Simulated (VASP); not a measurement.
A run of VASP 6.6.1 is set up as follows.

INCAR

```
SYSTEM = Pb
ALGO = Normal
EDIFF = 1E-7
EDIFFG = -0.01
ENCUT = 600
IBRION = 2
ISIF = 2
ISMEAR = 1
LASPH = .TRUE.
LCHARG = .FALSE.
LREAL = .FALSE.
LWAVE = .FALSE.
NELM = 80
NSW = 40
PREC = Accurate
SIGMA = 0.1
```

Contents of KPOINTS:

```
k-points
0
G
  14 14 14
  0 0 0
```

POSCAR

```
Pb                                      
1.0
    0.0000000000      2.3931853880      2.3931853880
    2.3931853880      0.0000000000      2.3931853880
    2.3931853880      2.3931853880      0.0000000000
  Pb            
     1
Direct
     0.0000000000000000    0.0000000000000000    0.0000000000000000
```

Potentials or basis: VASP PAW LDA potentials, release 64 (Pb_d).

Run with:

```bash
$ cat potpaw_LDA.64/Pb_d/POTCAR > POTCAR
$ mpirun -np 1 vasp_std > vasp.out
```

What does it give for the band gap on the k mesh?

None (metal or under the smearing width).

Final structure:
```
CELL_PARAMETERS angstrom
0.00000 2.39319 2.39319
2.39319 0.00000 2.39319
2.39319 2.39319 0.00000
ATOMIC_POSITIONS crystal
Pb 0.00000 0.00000 0.00000
```

Caveat: the relaxation stopped at its first step, so nothing moved. Spin-orbit coupling is left out, which matters for the levels of Pb.
